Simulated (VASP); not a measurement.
Level of theory: TPSS meta-GGA, VASP's PBE PAW potentials (set 64) (plane waves; VASP).

The input files of a VASP run:

**INCAR**
```
! general
SYSTEM   =  Tl atom
PREC     =  Normal
ENCUT    =  520   ! plane-wave cut-off (eV)
LREAL    =  .False.
LASPH    =  .True.
ISYM     =  0

! electronic loop
EDIFF    =  1E-6   ! SCF stop (eV)
NELM     =  200   ! most electronic steps
ALGO     =  All
LMAXMIX  =  4   ! l cut-off of mixed one-centre charges
LMIXTAU  =  .True.

! smearing
ISMEAR   =  0
SIGMA    =  0.01

! functional
METAGGA  =  TPSS

! spin
ISPIN    =  2   ! spin-polarised
MAGMOM   =  1
NUPDOWN  =  1

! output
LWAVE    =  .False.
LCHARG   =  .False.
LORBIT   =  10
```

KPOINTS:
```
Automatic mesh
0
Gamma
1 1 1
0 0 0
```

**POSCAR**
```
Tl atom
1
   12.0000000000     0.0000000000     0.0000000000
    0.0000000000    12.5000000000     0.0000000000
    0.0000000000     0.0000000000    13.0000000000
Tl
1
Direct
  0.0000000000   0.0000000000   0.0000000000
```

POTCAR, in this order: Tl_d (PBE.64 set). Program: vasp_gam. Read from the step before: WAVECAR.

What VASP printed:

File OSZICAR:
```
       N       E                     dE             d eps       ncg     rms           ort
SDA:   1     0.194120384145E+00    0.19412E+00    0.00000E+00    11   0.250E-01   0.000E+00
CGA:   2     0.184525353925E+00   -0.95950E-02   -0.96161E-02    11   0.576E-02  -0.117E-03
CGA:   3     0.182711230644E+00   -0.18141E-02   -0.18154E-02    11   0.108E-02  -0.125E-04
CGA:   4     0.182435698444E+00   -0.27553E-03   -0.27574E-03    11   0.174E-03  -0.773E-05
CGA:   5     0.182380637921E+00   -0.55061E-04   -0.54803E-04    11   0.495E-04   0.292E-05
CGA:   6     0.182361615950E+00   -0.19022E-04   -0.19355E-04    11   0.168E-04  -0.228E-05
CGA:   7     0.182356179995E+00   -0.54360E-05   -0.53041E-05    11   0.403E-05   0.170E-05
CGA:   8     0.182354547638E+00   -0.16324E-05   -0.15804E-05    11   0.111E-05   0.549E-06
CGA:   9     0.182354101994E+00   -0.44564E-06   -0.43109E-06    11   0.289E-06   0.208E-06
   1 F= 0.18235410E+00 E0= 0.18235410E+00  d E =-.103650E-22  mag=     1.0000
```

**OUTCAR**
```
------------------------ aborting loop because EDIFF is reached ----------------------------------------
  FORCE on cell =-STRESS in cart. coord.  units (eV):
  Direction    XX          YY          ZZ          XY          YZ          ZX
  --------------------------------------------------------------------------------------
  Total       -0.0076973     -0.0093964      0.0074303     -0.0000003     -0.0000938     -0.0000449
  in kB       -0.0063243     -0.0077204      0.0061049     -0.0000002     -0.0000771     -0.0000369
  external PRESSURE =      -0.0026466 kB  Pullay stress =       0.0000000 kB
  volume of cell :     1950.00
      direct lattice vectors                 reciprocal lattice vectors
    12.000000000  0.000000000  0.000000000     0.083333333  0.000000000  0.000000000
     0.000000000 12.500000000  0.000000000     0.000000000  0.080000000  0.000000000
     0.000000000  0.000000000 13.000000000     0.000000000  0.000000000  0.076923077
 POSITION                                       TOTAL-FORCE (eV/Angst)
 -----------------------------------------------------------------------------------
      0.00000      0.00000      0.00000         0.000000     -0.000000     -0.000000
 -----------------------------------------------------------------------------------
    total drift:                                0.000000     -0.000000     -0.000000
  FREE ENERGIE OF THE ION-ELECTRON SYSTEM (eV)
  ---------------------------------------------------
  free  energy   TOTEN  =         0.1823541020 eV

  energy  without entropy=        0.1823541020  energy(sigma->0) =        0.18235410

 total charge

# of ion       s       p       d       tot
------------------------------------------
    1        1.251   0.233   9.630  11.113

 magnetization (x)

# of ion       s       p       d       tot
------------------------------------------
    1       -0.003   0.233  -0.008   0.222
```
(Selected blocks of OUTCAR.)

The atom may not be in its lowest state.

The cell is a free atom in a box.
